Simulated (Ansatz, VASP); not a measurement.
# SrSnSeS in two plane-wave programs, part 2 of 2

Aim: how closely do two programs agree when they are given the same cell, functional and k mesh? The cell is invented: As first built, before any earlier steps moved the atoms (in the runner's words): it takes the SrEuSeS structure with some of its atoms replaced by other elements, volume scaled by an estimate. It may not be a known or stable phase. The cell is taken from a series of VASP runs on this material, whose earlier steps may have relaxed, scaled or displaced it; both programs get it as it stands.

VASP 6.6.1 and Ansatz 0.2.0.

So far. Step 2 (VASP: band structure, PBEsol): The run ends at a pressure of 0.06 GPa, with forces up to 0.0063 eV/Å.

### 4. Comparison

Known differences besides the potentials themselves: the data sets hold 46 valence electrons in Ansatz (default PAW (the set named soft_2) files) and 36 in VASP; the cutoff is 420 eV in Ansatz and 400 eV in VASP; Ansatz makes its cores anew for this functional, VASP keeps those of its PBE data sets; VASP leaves aspherical gradient terms in its spheres out (LASPH is not set), Ansatz keeps them. Total energies have different zeros and are not compared.

Both answers:

| quantity | Ansatz | VASP | difference |
| --- | --- | --- | --- |
| pressure (GPa) | -0.04 | 0.06 | -0.10 |
| gap over the path points (eV) | 1.062 | 1.056 | +0.006 |

Levels at points of the path, from each program's valence-band top (eV; 4 filled, then empty):

| k (reciprocal lattice) | Ansatz | VASP |
| --- | --- | --- |
| 0.000 0.000 0.000 | -1.66 -1.50 -1.42 -1.42 1.51 2.98 2.98 | -1.67 -1.50 -1.42 -1.42 1.50 2.98 2.98 |
| 0.133 0.000 0.000 | -2.20 -1.48 -1.46 -0.57 1.86 2.33 2.98 | -2.20 -1.48 -1.46 -0.57 1.85 2.33 2.98 |
| 0.300 0.000 0.000 | -2.60 -2.01 -1.53 -0.48 2.03 3.05 3.24 | -2.60 -2.01 -1.53 -0.49 2.02 3.05 3.23 |
| 0.467 0.000 0.000 | -2.84 -2.06 -1.57 -0.47 1.99 3.08 3.25 | -2.85 -2.07 -1.57 -0.48 1.99 3.07 3.24 |
| 0.500 0.037 -0.037 | -2.90 -2.05 -1.73 -0.50 2.21 3.16 3.29 | -2.91 -2.05 -1.73 -0.50 2.20 3.15 3.28 |
| 0.500 0.100 -0.100 | -3.19 -2.23 -1.99 -0.60 2.97 3.31 3.37 | -3.20 -2.23 -1.99 -0.61 2.96 3.30 3.37 |
| 0.500 0.162 -0.162 | -3.50 -2.19 -1.88 -0.65 2.70 3.10 3.65 | -3.50 -2.20 -1.89 -0.65 2.70 3.10 3.65 |
| 0.771 0.500 0.229 | -3.15 -1.93 -1.74 -0.61 2.33 2.77 3.25 | -3.16 -1.93 -1.74 -0.61 2.33 2.77 3.25 |
| 0.667 0.500 0.333 | -2.56 -2.01 -1.63 -0.51 2.18 2.89 3.06 | -2.56 -2.02 -1.64 -0.51 2.17 2.88 3.06 |
| 0.563 0.500 0.437 | -2.16 -1.81 -1.43 -0.24 1.56 2.67 2.79 | -2.17 -1.81 -1.44 -0.25 1.56 2.67 2.79 |

At this near-relaxed geometry the largest component of a force difference is 21 meV/Å. Among the levels compared at these points, filled levels agree within 8 meV and empty ones within 13 meV.

### 5. VASP: single point, PBEsol

A single point gives forces, pressure and levels at one fixed geometry, so differences don't come from the geometry; what else differs is listed under the comparison.

INCAR reads:

```
SYSTEM = SrSnSeS
PREC = Accurate
ENCUT = 400
EDIFF = 1E-06
NELM = 100
ISMEAR = -5
SIGMA = 0.05
LREAL = .FALSE.
ALGO = Normal
GGA = PS
NBANDS = 32
LORBIT = 11
LWAVE = .FALSE.
LCHARG = .FALSE.
KPAR = 2
NEDOS = 2001
```

POSCAR reads:

```
SrSnSeS
1.0
    2.1182140286      1.2229519042      6.9539570828
   -2.1182140286      1.2229519042      6.9539570828
    0.0000000000     -2.4459028541      6.9539570867
Sn Sr Se S
1 1 1 1
Direct
    0.0022503877      0.0022503877      0.0022503877
    0.4956583286      0.4956583286      0.4956583286
    0.2525762012      0.2525762012      0.2525762012
    0.7495160826      0.7495160826      0.7495160826
```

KPOINTS reads:

```
Automatic mesh
0
Gamma
8 8 8
0 0 0
```

The projector-augmented-wave data sets are Sn_d, Sr_sv, Se and S (PBE family, release 64).

The run is started by

```
> mpirun -np 2 vasp_std
```

Numbers of over 12 decimals in the logs are rounded to 6 here.

The log of the run:

```text
[banner, memory and clock lines left out]
running    2 mpi-ranks, on    1 nodes
[...]
[... a notice as in an earlier step ...]

 LDA part: xc-table for (Slater+PW92), standard interpolation
 POSCAR, INCAR and KPOINTS ok, starting setup
[...]
entering main loop
       N       E                     dE             d eps       ncg     rms          rms(c)
DAV:   1     0.265456426275E+03    0.26546E+03   -0.13747E+04  4352   0.102E+03
DAV:   2     0.130619260662E+02   -0.25239E+03   -0.23717E+03  4360   0.320E+02
DAV:   3    -0.177529096375E+02   -0.30815E+02   -0.30332E+02  5240   0.963E+01
DAV:   4    -0.200538594437E+02   -0.23009E+01   -0.22866E+01  6880   0.218E+01
[...]
DAV:  12    -0.192444215433E+02   -0.45037E-05   -0.24319E-05  5048   0.254E-02    0.127E-02
DAV:  13    -0.192444244402E+02   -0.28970E-05   -0.57124E-06  4456   0.108E-02    0.350E-03
DAV:  14    -0.192444244249E+02    0.15374E-07   -0.31304E-07  3088   0.333E-03
   1 F= -.19244424E+02 E0= -.19244424E+02  d E =0.000000E+00
```

Parts of OUTCAR (step 5):

```text
  Total        0.0370323      0.0370323      0.0578049      0.0000000      0.0000000      0.0000000
  in kB        0.5489456      0.5489457      0.8568658      0.0000000      0.0000000      0.0000000
  external PRESSURE =       0.6515857 kB  Pullay stress =       0.0000000 kB

 POSITION                                       TOTAL-FORCE (eV/Angst)
 -----------------------------------------------------------------------------------
      0.00000      0.00000      0.04695         0.000000      0.000000      0.002945
      0.00000      0.00000     10.34036         0.000000     -0.000000     -0.008933
      0.00000      0.00000      5.26921         0.000000      0.000000      0.006887
      0.00000      0.00000     15.63631         0.000000     -0.000000     -0.000898
 -----------------------------------------------------------------------------------
    total drift:                               -0.000000      0.000000     -0.000105

  FREE ENERGIE OF THE ION-ELECTRON SYSTEM (eV)
  ---------------------------------------------------
  free  energy   TOTEN  =       -19.2444244249 eV

  energy  without entropy=      -19.2444244249  energy(sigma->0) =      -19.24442442

[... 1 part as in an earlier step ...]

[... 2 further parts left out ...]
[key lines of the parts left out:]
E-fermi :   4.1020
```

The run ends at a pressure of 0.07 GPa, with forces up to 0.0089 eV/Å.

### 6. Ansatz: single point, PBEsol

The same cell, functional, mesh and smearing now go to Ansatz, which takes its cutoff from its data sets.

The cell is taken from a series of VASP runs on this material, whose earlier steps may have relaxed, scaled or displaced it; both programs get it as it stands.

input.yaml reads:

```yaml
crystal:
  lattice:
    - [2.1182140286, 1.2229519042, 6.9539570828]
    - [-2.1182140286, 1.2229519042, 6.9539570828]
    - [0.0, -2.4459028541, 6.9539570867]
  atoms:
    - { symbol: Sn, position: [0.0022503877, 0.0022503877, 0.0022503877] }
    - { symbol: Sr, position: [0.4956583286, 0.4956583286, 0.4956583286] }
    - { symbol: Se, position: [0.2525762012, 0.2525762012, 0.2525762012] }
    - { symbol: S, position: [0.7495160826, 0.7495160826, 0.7495160826] }
hamiltonian:
  xc: pbesol
  pseudopotentials: { kind: paw }
kpoints:
  mp_grid: { grid: [8, 8, 8] }
scf:
  occupations: { method: tetrahedron }
output:
  forces: true
  stress: true
  write_density: true
  write_potential: true
  elf: true
  volumetric_format: npy
```

The run is started by

```
> ansatz run input.yaml --threads 2 --pin off --max-ram 4608MiB --backend cpu --events-out ev --progress --plain --runs-dir out
```

The log of the run:

```text
Warning: output.forces, output.stress, relax.cell or npt_langevin: where a Kohn–Sham band that disperses or a degenerate level is filled in part under the method tetrahedron, the forces or the stress that this run publishes need not agree with its energy (scf.occupations.method in the input reference, under Limitations); prefer a smearing scheme for the forces or the stress
[...]
k-point 0: bands = [... 19 lower, 6.1804, 6.3415, 6.4173, 6.4173, 9.3483, 10.8182, 10.8182, 11.6457, ... 1 higher]
  k-point 1: bands = [... 19 lower, 5.6613, 6.3664, 6.3847, 7.2373, 9.6542, 10.2013, 10.8166, 11.4837, ... 1 higher]
  k-point 2: bands = [... 19 lower, 5.3630, 5.9969, 6.3274, 7.3691, 9.8636, 10.8384, 10.8712, 11.1880, ... 1 higher]
  k-point 64: bands = [... 19 lower, 5.7198, 6.5602, 6.5602, 7.8408, 8.9024, 10.2176, 10.2176, 11.7207, ... 1 higher]
[key lines of the parts left out:]
SCF converged after 7 iterations
Free energy (F): -15756.041177 eV
Fermi energy:    7.840829 eV
P = ⅓ Tr σ = -0.0331 GPa (-0.331 kbar)
```

Wall time 13 s (2 threads of Arm Neoverse V2, shared host); peak memory 0.46 GiB; 25 s of CPU time.

The run ends at a pressure of -0.03 GPa, with forces up to 0.020 eV/Å.

### 7. Comparison

Compared:

| quantity | Ansatz | VASP | difference |
| --- | --- | --- | --- |
| pressure (GPa) | -0.03 | 0.07 | -0.10 |
| gap on the k mesh (eV) | 1.062 | 1.055 | +0.006 |

At this near-relaxed geometry the largest component of a force difference is 21 meV/Å. A gap on the mesh is an upper bound, since the band edges may lie between its points.

### 8. Results

```json
{
  "difference in gap over the path points (band structure, PBEsol)": "0.0061 eV",
  "r.m.s. force difference (band structure, PBEsol)": "7.9 meV/Å",
  "difference in gap on the k mesh (single point, PBEsol)": "0.0061 eV",
  "r.m.s. force difference (single point, PBEsol)": "7.8 meV/Å"
}
```

What this shows: The r.m.s. force difference is 7.9 meV/Å (band structure, PBEsol), within the 12 meV/Å picked in this series as the mark of a large difference. How closely two codes agree says nothing of how well the functional describes the real material.

[Lines on the potential files, build, host, timing and source positions are cut from VASP's logs without a mark.]

[Logs are printed without paths, hosts, clocks, repeated set-up lines and the standing remarks that a program may print on its own settings, such as how far it seeks lower states.]

[Hosts, paths, dates, database ids (printed as entryN), source tags and the programs' standing remarks are cut or masked in the printed files.]
